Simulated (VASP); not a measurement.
```
CELL_PARAMETERS angstrom
     -1.19337     1.19337     1.19337
      1.19337    -1.19337     1.19337
      1.19337     1.19337    -1.19337
ATOMIC_POSITIONS crystal
  C  0.00000 0.00000 0.00000
```

The numbers are results of r2SCAN meta-GGA, VASP's PBE PAW potentials (set 64) (plane waves; VASP), not measurements. Run with 520 eV cut-off, 24×24×24 Γ-centred mesh, tetrahedra with Blöchl corrections, potentials C.

Problem. Give the energies of bands 1 to 4 at the high-symmetry points, in eV from the Fermi level.

Solution. 
```json
[
 {"band": "1", "Γ": "-20.52", "H": "-1.59", "N": "-9.24", "P": "-5.54"},
 {"band": "2", "Γ": "9.65", "H": "-1.59", "N": "-9.06", "P": "-3.05"},
 {"band": "3", "Γ": "9.65", "H": "-1.59", "N": "4.70", "P": "-3.05"},
 {"band": "4", "Γ": "9.65", "H": "0.21", "N": "8.23", "P": "-3.05"}
]
```

It has no gap at this level: it comes out as a metal or semimetal.

The structure was generated: C was put into the bcc type (Im-3m), which need not be its known phase. It was relaxed first, which changed the volume by -7 %.
